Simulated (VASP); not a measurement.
```yaml
crystal:
  lattice:
    - [3.53376, 0.00000, 0.00000]
    - [0.00000, 3.53376, 0.00000]
    - [0.00000, 0.00000, 3.53376]
  atoms:
    - { symbol: Fe, position: [0.00000, 0.00000, 0.00000], spin: 2.8 }
    - { symbol: Ni, position: [0.00000, 0.50000, 0.50000], spin: 0.6 }
    - { symbol: Ni, position: [0.50000, 0.00000, 0.50000], spin: 0.6 }
    - { symbol: Ni, position: [0.50000, 0.50000, 0.00000], spin: 0.6 }
```

These are optB88-vdW, VASP's PBE PAW potentials (set 64) (plane waves; VASP) values and carry that method's errors. Run with 520 eV cut-off, 10×10×10 Γ-centred mesh, tetrahedra with Blöchl corrections, potentials Fe Ni.

### Question
Estimate the cell moment, energy per atom (σ→0), band gap (on the k-mesh) with the smallest direct gap where there is one.

### Answer

band gap (on the k-mesh): none (metal, semimetal or under 0.01 eV)
cell moment: 4.58 μB
energy per atom (σ→0): -336.2 kJ/mol-atom

### Question
Give the moment on each site (PAW-sphere projection).

### Answer

| site | moment (μB) |
|---|---|
| Fe1 | 2.83 |
| Ni2 | 0.59 |
| Ni3 | 0.59 |
| Ni4 | 0.59 |

The absolute energy has meaning only against runs of the same code, potentials and settings.

The compound is Ni3Fe in the L1_2 structure. It was relaxed first.
